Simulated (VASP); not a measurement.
Level of theory: PBE GGA, VASP's PBE PAW potentials (set 64) (plane waves; VASP 6.6.1).

The input files of a VASP run:

**KPOINTS**
```
Automatic
0
G
4 4 4
0 0 0
```

INCAR:
```
! general
SYSTEM = GaSb
PREC   = Normal
ENCUT  = 500
LREAL  = .FALSE.
LASPH  = .TRUE.

! electronic loop
EDIFF  = 1E-8
NELM   = 100
ALGO   = Normal

! smearing
ISMEAR = 0
SIGMA  = 0.01

! functional
GGA    = PE

! output
LWAVE  = .TRUE.
LCHARG = .FALSE.
```

File POSCAR:
```
GaSb
3.0087790
  0.0000000000   1.0000000000   1.0000000000
  1.0000000000   0.0000000000   1.0000000000
  1.0000000000   1.0000000000   0.0000000000
Ga Sb
1 1
Direct
  0.0000000000   0.0000000000   0.0000000000
  0.2500000000   0.2500000000   0.2500000000
```

POTCAR, in this order: Ga_d_GW Sb_d_GW (PBE.64 set). Program: vasp_std.

Unless said otherwise, spin-orbit coupling is left out, though it shifts the bands of the heavy elements here.

**Question.** What does the run give for the energy per atom (σ→0), pressure, band gap (on the k-mesh)?

**Answer.** 
The energy per atom (σ→0) is -342.2 kJ/mol of atoms and the band gap (on the k-mesh) is 0.39 eV. The pressure comes out as 5.50 GPa.

**OSZICAR**
```
...
DAV:   9    -0.709310847879E+01   -0.84338E-03   -0.10290E-03   456   0.362E-01    0.296E-02
DAV:  10    -0.709320888377E+01   -0.10040E-03   -0.11291E-04   448   0.287E-01    0.809E-03
DAV:  11    -0.709322553775E+01   -0.16654E-04   -0.21823E-05   480   0.659E-02    0.322E-03
DAV:  12    -0.709322598032E+01   -0.44257E-06   -0.20652E-06   384   0.606E-02    0.104E-03
DAV:  13    -0.709322620030E+01   -0.21998E-06   -0.16890E-07   400   0.116E-02    0.342E-04
DAV:  14    -0.709322624346E+01   -0.43155E-07   -0.48217E-08   320   0.237E-03    0.527E-05
DAV:  15    -0.709322624214E+01    0.13124E-08   -0.19643E-09   240   0.127E-03
   1 F= -.70932262E+01 E0= -.70932262E+01  d E =-.233028E-16
```

The compound is GaSb in the zinc blende structure. This cell is one point of a volume scan, at 0.96 of the reference volume. The k-mesh is coarse (spacing up to 0.45 per Å, 2π included), so the numbers may not be converged in it.
